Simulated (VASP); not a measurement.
# Na2Sb (P6/mmm) in VASP: reference runs

Reference runs on Na2Sb: the cell as given.

Program: VASP 6.6.1. These are calculated values, not measurements. Logs are shortened: lines on timing, memory, paths and dates and some standing lists are left out, and cuts for length are marked.

## 1. The crystal as given

It takes space group P6/mmm (No. 191, hexagonal). The conventional cell has a = 5.145 Å, b = 5.145 Å, c = 3.215 Å, α = 90.00°, β = 90.00°, γ = 120.00°. Na (site symmetry -6m2) is surrounded by 5 Na at 2.97 to 3.22 Å and 6 Sb at 3.38 Å. Around Sb (site symmetry 6/mmm) lie 2 Sb at 3.22 Å and 12 Na at 3.38 Å.

The cell was built by a generator and needn't be a form met in nature.

## 2. Single point, PBE

File INCAR:

```
ALGO = Normal ; EDIFF = 1E-7
ENCUT = 520 ; GGA = PE
ISIF = 2 ; ISMEAR = -1
LASPH = T ; LCHARG = T
LELF = T ; LREAL = F
LVHAR = T ; LWAVE = F
NBANDS = 16 ; NELM = 100
PREC = Accurate ; SIGMA = 0.05
```

File KPOINTS:

```
k-points
0
Gamma
  6 6 8
```

File POSCAR:

```
Na2Sb
1.0
    5.1453552400      0.0000000000      0.0000000000
   -2.5726776200      4.4560083500      0.0000000000
    0.0000000000      0.0000000000      3.2152087700
Na Sb
2 1
Direct
    0.3333333300      0.6666666700      0.0000000000
    0.6666666700      0.3333333300      0.0000000000
    0.0000000000      0.0000000000      0.5000000000
```

Potentials or basis: VASP PAW PBE potentials, release 64 (Na_pv, Sb).

Started as:

```bash
cat potpaw_PBE.64/Na_pv/POTCAR potpaw_PBE.64/Sb/POTCAR > POTCAR
mpirun -np 1 vasp_std > vasp.out
```

OUTCAR:

```text
EDIFF = 1E-7
   ENCUT = 520
   GGA = PE
   ISIF = 2
   ISMEAR = -1
   LASPH = T
   LREAL = F
   NELM = 100
   PREC = Accurate

 ion  position               nearest neighbor table
   1  0.333  0.667  0.000-
   2  0.667  0.333  0.000-
   3  0.000  0.000  0.500-

  LATTYP: Found a hexagonal cell.
 ALAT       =     5.1453552400
 C/A-ratio  =     0.6248759551

  Lattice vectors:

 A1 = (   5.1453552400,   0.0000000000,   0.0000000000)
 A2 = (  -2.5726776200,   4.4560083500,   0.0000000000)
 A3 = (   0.0000000000,   0.0000000000,   3.2152087700)

Analysis of symmetry for initial positions (statically):
=====================================================================
 Subroutine PRICEL returns:
 Original cell was already a primitive cell.

 Routine SETGRP: Setting up the symmetry group for a
 hexagonal supercell.

 Subroutine GETGRP returns: Found 24 space group operations
 (whereof 24 operations were pure point group operations)
 out of a pool of 24 trial point group operations.

The static configuration has the point symmetry D_6h.

Analysis of symmetry for dynamics (positions and initial velocities):
=====================================================================
 Subroutine PRICEL returns:
 Original cell was already a primitive cell.

 Routine SETGRP: Setting up the symmetry group for a
 hexagonal supercell.

 Subroutine GETGRP returns: Found 24 space group operations
 (whereof 24 operations were pure point group operations)
 out of a pool of 24 trial point group operations.

The dynamic configuration has the point symmetry D_6h.

 Subroutine INISYM returns: Found 24 space group operations
 (whereof 24 operations are pure point group operations),
 and found     1 'primitive' translations

----------------------------------------------------------------------------------------

                                     Primitive cell

  volume of cell :      73.7175

  direct lattice vectors                    reciprocal lattice vectors
     5.145355240  0.000000000  0.000000000     0.194350041  0.112208048  0.000000000
    -2.572677620  4.456008350  0.000000000     0.000000000  0.224416097  0.000000000
     0.000000000  0.000000000  3.215208770     0.000000000  0.000000000  0.311021794

  length of vectors
     5.145355240  5.145355241  3.215208770     0.224416097  0.224416097  0.311021794

[... 82 lines left out ...]
   EDIFF  = 0.1E-06   stopping-criterion for ELM
   LREAL  =      F    real-space projection
   EDIFFG = 0.1E-05   stopping-criterion for IOM
   NSW    =      0    number of steps for IOM
   IBRION =     -1    ionic relax: 0-MD 1-quasi-New 2-CG
   NFREE  =      0    steps in history (QN), initial steepest desc. (CG)
   ISIF   =      2    stress and relaxation
   ISYM   =      2    0-nonsym 1-usesym 2-fastsym
   POTIM  = 0.5000    time-step for ionic-motion
   TEBEG  =    0.0;   TEEND  =   0.0 temperature during run
   PSTRESS=    0.0 pullay stress
   NELECT =      19.0000    total number of electrons
   NUPDOWN=      -1.0000    fix difference up-down
   EMIN   =  10.00;   EMAX   =-10.00  energy-range for DOS
   EFERMI =   0.00;   METHOD = LEGACY
   ISMEAR =    -1;   SIGMA  =   0.05  broadening in eV -4-tet -1-fermi 0-gaus
   EFERMI_NEDOS =   21; number of points for ismear=-14 and -15
   IALGO  =     38    algorithm
   IMIX   =      4    mixing-type and parameters
     AMIX     =   0.40;   BMIX     =  1.00
     AMIX_MAG =   1.60;   BMIX_MAG =  1.00
  volume/ion in A,a.u.               =      24.57       165.82
  Fermi-wavevector in a.u.,A,eV,Ry     =   1.041844  1.968799 14.768281  1.085438
  Thomas-Fermi vector in A             =   2.176482
   LORBIT       =      0    0 simple, 1 ext, 2 COOP (PROOUT), +10 PAW based schemes
   GGA     = PE    functional components
   LHFCALC =     F    Hartree Fock is set to
   AEXX    =    0.0000 exact exchange contribution
   IVDW    =     0    specifies the selected vdW correction
   LEPSILON=     F    determine dielectric tensor
   LRPA    =     F    only Hartree local field effects (RPA)
 non-spin polarized calculation
  energy-cutoff  :      520.00
  volume of cell :       73.72
 maximum number of plane-waves:      2022
 NGX is ok and might be reduce to    40
   NGX = 19   NGY = 19   NGZ = 11

 number of electron      18.9999992 magnetization

 Free energy of the ion-electron system (eV)
  ---------------------------------------------------
  ext. energy  EPLUGINS =         0.00000000
  ---------------------------------------------------
  free energy    TOTEN  =        -7.68389336 eV

  energy without entropy =       -7.67038033  energy(sigma->0) =       -7.67713685

 E-fermi :   3.8798     XC(G=0):  -8.6335

 val. band max:        3.8729465986   @ k =   0.3333   0.3333   0.2500
 cond. band min:       3.9175821487   @ k =   0.5000   0.0000   0.5000
 fundamental gap:      0.0446355501
 Fermi energy:         3.8798358777

 k-point     1 :       0.0000    0.0000    0.0000
  band No.  band energies     occupation
      1     -20.9085      2.00000
      2     -20.9085      2.00000
      3     -20.8124      2.00000
      4     -20.8027      2.00000
      5     -20.8027      2.00000
      6     -20.7882      2.00000
[... 433 lines left out ...]
      3     -20.8791      2.00000
      4     -20.8592      2.00000
      5     -20.8132      2.00000
      6     -20.7883      2.00000
[... 8 lines left out ...]
     15      10.3454      0.00000
     16      10.3987      0.00000

 [... further k-points ...]

------------------------ aborting loop because EDIFF is reached ----------------------------------------

  FORCE on cell =-STRESS in cart. coord.  units (eV):
  Direction    XX          YY          ZZ          XY          YZ          ZX
  --------------------------------------------------------------------------------------
  -------------------------------------------------------------------------------------
  Total        0.1576000      0.1576000      2.9077022      0.0000000     -0.0000000      0.0000000
  in kB        3.4252810      3.4252810     63.1960558      0.0000000     -0.0000000      0.0000000
  external PRESSURE =      23.3488726 kB  Pullay stress =       0.0000000 kB

 VOLUME and BASIS-vectors are now :
 -----------------------------------------------------------------------------
  energy-cutoff  :      520.00
  volume of cell :       73.72
      direct lattice vectors                 reciprocal lattice vectors
     5.145355240  0.000000000  0.000000000     0.194350041  0.112208048  0.000000000
    -2.572677620  4.456008350  0.000000000     0.000000000  0.224416097  0.000000000
     0.000000000  0.000000000  3.215208770     0.000000000  0.000000000  0.311021794

 POSITION                                       TOTAL-FORCE (eV/Angst)
 -----------------------------------------------------------------------------------
     -0.00000      2.97067      0.00000         0.000000      0.000000      0.000000
      2.57268      1.48534      0.00000        -0.000000      0.000000      0.000000
      0.00000      0.00000      1.60760        -0.000000      0.000000      0.000000
 -----------------------------------------------------------------------------------
    total drift:                                0.000000     -0.000000      0.000000

  FREE ENERGIE OF THE ION-ELECTRON SYSTEM (eV)
  ---------------------------------------------------
  free  energy   TOTEN  =        -7.6838933645 eV

  energy  without entropy=       -7.6703803262  energy(sigma->0) =       -7.67713685
```

Run time: 36 s. Hardware: 1 thread of Intel Xeon Platinum 8488C (Sapphire Rapids), shared host; peak memory 0.19 GiB.

What came out:

```
Free energy            : -7.6839 eV
Pressure               : 2.3 GPa
Band gap on the k mesh : none (metal or under the smearing width)
```

Stress tensor (GPa, compression positive):
```
0.34 0.00 0.00
0.00 0.34 0.00
0.00 0.00 6.32
```
